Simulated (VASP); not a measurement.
```xyz
2
Lattice="0.0000 2.7050 2.7050 2.7050 0.0000 2.7050 2.7050 2.7050 0.0000" Properties=species:S:1:pos:R:3 pbc="T T T"
Zn     0.0000     0.0000     0.0000
S      1.3525     1.3525     1.3525
```

Level of theory: rev-vdW-DF2, VASP's PBE PAW potentials (set 64) (plane waves; VASP 6.6.1). Settings: 520 eV cut-off, 9×9×9 Γ-centred mesh, tetrahedra with Blöchl corrections, potentials Zn S.

**Question.** What does the run give for the energy per atom (σ→0), band gap (on the k-mesh) with the smallest direct gap where there is one?

**Answer.** 
```yaml
band gap (on the k-mesh): 1.99 eV
smallest direct gap (on the k-mesh): 1.99 eV
energy per atom (σ→0): -1.423 eV/atom
```

The absolute energy has meaning only against runs of the same code, potentials and settings.

The compound is ZnS in the zinc blende structure. The cell was not relaxed at this level.
